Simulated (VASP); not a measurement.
The system is PbSe.

```
CELL_PARAMETERS angstrom
0.00000 3.06065 3.06065
3.06065 0.00000 3.06065
3.06065 3.06065 0.00000
ATOMIC_POSITIONS crystal
Pb 0.00000 0.00000 0.00000
Se 0.50000 0.50000 0.50000
```

| Item | Value |
| --- | --- |
| Program | VASP 6.6.1 |
| Task | relaxation of cell and atoms |
| Functional | r2SCAN |
| Potentials or basis | VASP PAW PBE potentials, release 64 (Pb_d, Se) |
| Cutoff | 600 eV |
| k mesh | 10 × 10 × 10 |
| Occupations | gaussian, width 0.03 eV |
| Spin | no spin polarisation |

At the start: pressure 1.6 GPa; volume 28.67 Å³/atom.

Question: How do energy, volume and symmetry change on relaxing?

Answer: Over 3 steps the energy falls by 3.9 meV/atom and the volume is 29.49 Å³/atom (+2.8 %); space group Fm-3m (No. 225, to 0.05 Å).

Step by step:
```tsv
step	energy change (eV)	largest force (eV/Å)	pressure (GPa)	volume (Å³)
1	0.0000	0.0000	1.56	57.34
2	-0.0064	0.0000	-0.60	59.68
3	-0.0077	0.0000	0.01	58.97
```

Final structure:
```
Pb Se
1.0
     0.00000    3.08941    3.08941
     3.08941    0.00000    3.08941
     3.08941    3.08941    0.00000
Pb Se
1 1
Direct
  0.00000 0.00000 0.00000
  0.50000 0.50000 0.50000
```

Caveat: the PAW data sets were made with another functional, which shifts forces and pressure a little.
